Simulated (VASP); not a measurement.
The system is MgS.

```
Mg S
1.0
     0.00000    2.58911    2.58911
     2.58911    0.00000    2.58911
     2.58911    2.58911    0.00000
Mg S
1 1
Direct
  0.00000 0.00000 0.00000
  0.50000 0.50000 0.50000
```

The cell is a database's computed one.

Base run:

* Program: VASP 6.6.1
* Functional: PBEsol
* Potentials or basis: VASP PAW PBE potentials, release 64 (Mg, S)
* Cutoff: 700 eV
* k mesh: 8 × 8 × 8
* Occupations: gaussian, width 0.02 eV
* Spin: no spin polarisation

Its results: band gap on the k mesh 2.73 eV, indirect (least direct gap 3.71 eV); pressure 0.0 GPa.

**Question.** After a change of settings the same cell gave: band gap on the k mesh 3.47 eV, indirect (least direct gap 4.74 eV); pressure 0.7 GPa. Which change was it?
A. cutoff from 700 eV to 520 eV; occupations from gaussian, width 0.02 eV to gaussian, width 0.5 eV
B. cutoff from 700 eV to 520 eV; k mesh from 8 × 8 × 8 to 12 × 12 × 12
C. potentials or basis from VASP PAW PBE potentials, release 64 (Mg, S) to VASP PAW PBE potentials, release 64 (Mg, S_h); cutoff from 700 eV to 900 eV
D. functional from PBEsol to r2SCAN; cutoff from 700 eV to 520 eV

**Answer.** D.

r2SCAN gives the wider gap, since meta-GGAs in the generalised Kohn-Sham scheme recover part of the derivative discontinuity.

Caveats: the PAW data sets were made with another functional, which shifts forces and pressure a little.

Not every run made on this cell is shown here.
